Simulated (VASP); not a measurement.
VASP, PAW. Band gap of Mg2Si (antifluorite) (no spin-orbit coupling).

```csv
level,band gap (eV)
LDA (own cell),0.10
```

### Question
Estimate the band gap from PBEsol (own cell), PBE-D4 (own cell), optB88-vdW (own cell) and from experiment.

### Answer

```json
{
  "PBEsol (own cell)": "0.11 eV",
  "PBE-D4 (own cell)": "0.17 eV",
  "optB88-vdW (own cell)": "0.33 eV",
  "measured": "0.77 eV (as given by Byungki Ryu et al., Journal of the Korean Physical Society (2019), arXiv:1905.06140)"
}
```

Only levels that ran to the end are used. Left out are those held back, those with too coarse a band path, GW runs whose mesh misses a band edge, hybrids' fits of cells that aren't cubic and levels without matching references; a question may draw on a part of the rest.

The compound is Mg2Si in the antifluorite structure.
